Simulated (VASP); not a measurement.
```
SnSb
1.0
    3.03661     0.00000     0.00000
    0.00000     3.03661     0.00000
    0.00000     0.00000     6.15063
Sn Sb
1 1
Direct
  0.00000   0.00000   0.00000
  0.00000   0.00000   0.50000
```

Level of theory: PBEsol GGA, VASP's PBE PAW potentials (set 64) (plane waves; VASP 6.6.1). Settings: 400 eV cut-off, 13×13×7 Γ-centred mesh, tetrahedra with Blöchl corrections, potentials Sn_d Sb.

Unless said otherwise, spin-orbit coupling is left out, though it shifts the bands of the heavy elements here.

Problem. Tabulate the total density of states (states/eV per cell) against energy (eV; zero at the valence-band maximum or, without a gap, the Fermi level).

Solution. 
```csv
E (eV),DOS (states/eV)
-9.91,0.48
-9.79,0.57
-9.55,0.69
-9.44,0.75
-9.20,0.94
-9.08,0.95
-8.84,0.80
-8.72,0.79
-8.61,0.77
-8.37,0.71
-8.25,0.68
-8.01,0.66
-7.89,0.64
-7.66,0.61
-7.54,0.61
-7.42,0.60
-7.18,0.60
-7.06,0.60
-6.83,0.65
-6.71,0.62
-6.47,0.60
-6.35,0.54
-6.23,0.48
-6.00,0.42
-5.88,0.42
-5.64,0.37
-5.52,0.32
-5.29,0.27
-5.17,0.42
-5.05,0.47
-4.81,0.65
-4.69,0.64
-4.46,0.67
-4.34,0.69
-4.10,0.78
-3.98,0.81
-3.86,0.84
-3.62,0.80
-3.51,0.87
-3.27,0.95
-3.15,1.04
-2.91,1.34
-2.79,1.35
-2.56,1.22
-2.44,1.20
-2.32,1.22
-2.08,1.24
-1.97,1.37
-1.73,1.43
-1.61,1.17
-1.37,0.96
-1.25,0.98
-1.14,1.08
-0.90,1.12
-0.78,1.12
-0.54,1.18
-0.42,1.14
-0.19,1.35
-0.07,1.22
0.05,1.13
0.29,1.09
0.41,1.04
0.64,0.78
0.76,0.76
1.00,0.72
1.12,0.77
1.24,0.92
1.47,0.88
1.59,0.90
1.83,1.05
1.95,0.99
2.19,0.99
2.30,1.03
2.42,1.00
2.66,1.02
2.78,1.07
3.02,1.16
3.13,1.22
3.37,1.40
3.49,1.43
```
Within 2 eV below the Fermi level the largest weight inside VASP's projection spheres is Sn p, then Sb p.

The structure comes from a computed database's SnSb entry (P4/mmm); how it stands against other phases isn't given here. It was relaxed first. The electron count is odd and the run is not spin-polarised, which forces a metal.
